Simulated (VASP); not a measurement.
```yaml
crystal:
  lattice:
    - [2.10457, -5.56140, 0.00000]
    - [2.10457, 5.56140, 0.00000]
    - [0.00000, 0.00000, 4.14752]
  atoms:
    - { symbol: Se, position: [0.57465, 0.44943, 0.25958] }
    - { symbol: Se, position: [0.42218, 0.56127, 0.77873] }
    - { symbol: Mo, position: [0.87063, 0.14618, 0.22677] }
    - { symbol: Mo, position: [0.13254, 0.84312, 0.73493] }
```

Calculation: PBE GGA, VASP's PBE PAW potentials (set 64) (plane waves; VASP). Settings: 300 eV cut-off, 3×3×3 Γ-centred mesh, Gaussian smearing of 0.27 eV, potentials Se Mo_sv.

At this cut-off the stress carries a Pulay error, which pulls relaxed volumes low.

Q: Which forces act on the atoms, in eV/Å?

A: 
```json
[
 {"atom": "Se1", "Fx": "0.688", "Fy": "-3.595", "Fz": "0.580"},
 {"atom": "Se2", "Fx": "-0.518", "Fy": "4.010", "Fz": "-0.084"},
 {"atom": "Mo3", "Fx": "0.290", "Fy": "-0.559", "Fz": "-0.473"},
 {"atom": "Mo4", "Fx": "-0.460", "Fy": "0.144", "Fz": "-0.023"}
]
```

Q: Give the stress tensor in GPa (positive for a compressed cell).

A: 
```
-25.50   -0.47    0.01
 -0.47  -16.50   -1.65
  0.01   -1.65   -4.94
```
The pressure is its mean diagonal, -15.65 GPa.

The structure was generated: MoSe was put into an ordered model structure, which need not be its known phase. The cell was not relaxed at this level, atoms are displaced from their ideal sites. The k-mesh is coarse (spacing up to 0.53 per Å, 2π included), so the numbers may not be converged in it. VASP warned that the highest band is occupied, so more bands are needed.
